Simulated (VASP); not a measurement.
Input:

```
Zn
1.0
    1.32851    -2.30104     0.00000
    1.32851     2.30104     0.00000
    0.00000     0.00000     4.67029
Zn
2
Direct
  0.33333   0.66667   0.25000
  0.66667   0.33333   0.75000
```

Method: vdW-DF-cx, VASP's PBE PAW potentials (set 64) (plane waves; VASP). Settings: 520 eV cut-off, Gaussian smearing of 0.050 eV, potentials Zn.

Problem. Give the energies of bands 11 to 15 at the high-symmetry points, in eV from the Fermi level.

Solution. 
```csv
band,Γ,M,K,A,L,H
11,-7.25,-3.26,-0.41,-7.36,-2.18,0.61
12,-3.70,-2.54,-0.41,-7.36,-2.18,0.61
13,-2.39,3.10,-0.25,5.86,0.00,1.67
14,16.11,3.57,5.40,5.86,0.00,1.67
15,17.00,4.72,6.30,18.49,11.29,2.01
```

It has no gap at this level: it comes out as a metal or semimetal.

The compound is Zn in the hcp structure. It was relaxed first, which changed the volume by -6 %.
